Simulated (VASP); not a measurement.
Method: LDA (Ceperley-Alder, Perdew-Zunger), VASP's LDA PAW potentials (set 64) (plane waves; VASP).

VASP ran on this input.

File KPOINTS:
```
Automatic
0
Gamma
  14 14 14
```

### POSCAR
```
CdS
1
    0.0000000000     2.8805904508     2.8805904508
    2.8805904508     0.0000000000     2.8805904508
    2.8805904508     2.8805904508     0.0000000000
Cd S
1 1
Direct
  0.0000000000   0.0000000000   0.0000000000
  0.2500000000   0.2500000000   0.2500000000
```

### INCAR
```
SYSTEM = CdS
PREC = Accurate
ENCUT = 400
EDIFF = 1E-8
NELM = 100
ALGO = Normal
LREAL = .FALSE.
LASPH = .TRUE.
ISMEAR = 0
SIGMA = 0.01
LMAXMIX = 4
LWAVE = .FALSE.
LCHARG = .FALSE.
IBRION = 8
NSW = 1
LEPSILON = .TRUE.
```

POTCAR, in this order: Cd S (LDA.64 set). Program: vasp_std.

The resulting files:

### OUTCAR
```
 ion  position               nearest neighbor table
   1  0.000  0.000  0.000-   2 2.49   2 2.49   2 2.49   2 2.49
   2  0.250  0.250  0.250-   1 2.49   1 2.49   1 2.49   1 2.49
  LATTYP: Found a face centered cubic cell.
 ALAT       =     5.7611809016
 Subroutine PRICEL returns:
 Original cell was already a primitive cell.
 Subroutine GETGRP returns: Found 24 space group operations
The static configuration has the point symmetry T_d .
The dynamic configuration has the point symmetry T_d .
 Subroutine INISYM returns: Found 24 space group operations
 Subroutine IBZKPT returns following result:
 Found    104 irreducible k-points:

 Following reciprocal coordinates:
            Coordinates               Weight
  0.000000  0.000000  0.000000      1.000000
  0.071429  0.000000  0.000000      8.000000
  0.142857  0.000000  0.000000      8.000000
  0.214286  0.000000  0.000000      8.000000
  0.285714  0.000000  0.000000      8.000000
  0.357143  0.000000  0.000000      8.000000
  0.428571  0.000000  0.000000      8.000000
  0.500000  0.000000  0.000000      4.000000
  0.071429  0.071429  0.000000      6.000000
  0.142857  0.071429  0.000000     24.000000
  0.214286  0.071429  0.000000     24.000000
  0.285714  0.071429  0.000000     24.000000
  0.357143  0.071429  0.000000     24.000000
  0.428571  0.071429  0.000000     24.000000
  0.500000  0.071429  0.000000     24.000000
 -0.428571  0.071429  0.000000     24.000000
 -0.357143  0.071429  0.000000     24.000000
 -0.285714  0.071429  0.000000     24.000000
 -0.214286  0.071429  0.000000     24.000000
 -0.142857  0.071429  0.000000     24.000000
 -0.071429  0.071429  0.000000     12.000000
  0.142857  0.142857  0.000000      6.000000
  0.214286  0.142857  0.000000     24.000000
  0.285714  0.142857  0.000000     24.000000
...
```

### OUTCAR
```


 HEAD OF MICROSCOPIC STATIC DIELECTRIC TENSOR (INDEPENDENT PARTICLE, excluding Hartree and local field effects)
 ------------------------------------------------------
           7.063552     0.000000     0.000000
           0.000000     7.063552     0.000000
           0.000000    -0.000000     7.063552
 ------------------------------------------------------

 MACROSCOPIC STATIC DIELECTRIC TENSOR (including local field effects in DFT)
 ------------------------------------------------------
           6.610208     0.000000    -0.000000
           0.000000     6.610208     0.000000
          -0.000000     0.000000     6.610208
 ------------------------------------------------------

 PIEZOELECTRIC TENSOR (including local field effects)  for field in x, y, z        (e  Angst)
          XX          YY          ZZ          XY          YZ          ZX
  --------------------------------------------------------------------------------
  x    -0.00000    -0.00000     0.00000     0.00000    -1.86406     0.00000
  y     0.00000     0.00000     0.00000     0.00000     0.00000    -1.86406
  z    -0.00000     0.00000     0.00000    -1.86406     0.00000     0.00000

 PIEZOELECTRIC TENSOR (including local field effects)  for field in x, y, z        (C/m^2)
          XX          YY          ZZ          XY          YZ          ZX
  --------------------------------------------------------------------------------
  x    -0.00000    -0.00000     0.00000     0.00000    -0.62473     0.00000
  y     0.00000     0.00000     0.00000     0.00000     0.00000    -0.62473
  z    -0.00000     0.00000     0.00000    -0.62473     0.00000     0.00000

 BORN EFFECTIVE CHARGES (including local field effects) (in |e|, cummulative output)
 ---------------------------------------------------------------------------------
 ion    1
    1     2.13946     0.00000    -0.00000
    2     0.00000     2.13946    -0.00000
    3     0.00000    -0.00000     2.13946
 ion    2
    1    -2.13946    -0.00000     0.00000
    2     0.00000    -2.13946     0.00000
    3     0.00000     0.00000    -2.13946

   1 f  =    7.424468 THz    46.649310 2PiTHz  247.653605 cm-1    30.705120 meV

   2 f  =    7.424468 THz    46.649310 2PiTHz  247.653605 cm-1    30.705120 meV

   3 f  =    7.424468 THz    46.649310 2PiTHz  247.653605 cm-1    30.705120 meV

   4 f/i=    0.002330 THz     0.014641 2PiTHz    0.077728 cm-1     0.009637 meV

   5 f/i=    0.002330 THz     0.014641 2PiTHz    0.077728 cm-1     0.009637 meV

   6 f/i=    0.002330 THz     0.014641 2PiTHz    0.077728 cm-1     0.009637 meV

 MACROSCOPIC STATIC DIELECTRIC TENSOR IONIC CONTRIBUTION
 ------------------------------------------------------
           3.080347    -0.000000     0.000000
          -0.000000     3.080347    -0.000000
           0.000000    -0.000000     3.080347
 ------------------------------------------------------

 ELASTIC MODULI CONTR FROM IONIC RELAXATION (kBar)
 Direction    XX          YY          ZZ          XY          YZ          ZX
 --------------------------------------------------------------------------------
 XX          -0.0000      0.0000     -0.0000     -0.0000     -0.0000     -0.0000
 YY           0.0000     -0.0000      0.0000     -0.0000     -0.0000      0.0000
 ZZ          -0.0000      0.0000     -0.0000     -0.0000     -0.0000     -0.0000
 XY          -0.0000     -0.0000     -0.0000   -328.4528     -0.0000      0.0000
 YZ          -0.0000     -0.0000     -0.0000     -0.0000   -328.4528      0.0000
 ZX          -0.0000      0.0000     -0.0000      0.0000      0.0000   -328.4528
 --------------------------------------------------------------------------------

 PIEZOELECTRIC TENSOR IONIC CONTR  for field in x, y, z        (C/m^2)
          XX          YY          ZZ          XY          YZ          ZX
  --------------------------------------------------------------------------------
  x     0.00000     0.00000     0.00000     0.00000     0.94647    -0.00000
  y     0.00000    -0.00000     0.00000    -0.00000    -0.00000     0.94647
  z     0.00000     0.00000     0.00000     0.94647     0.00000     0.00000
```
(Selected blocks of OUTCAR.)

The compound is CdS in the zinc blende structure, a metastable form; wurtzite is the usual one. It was relaxed first.
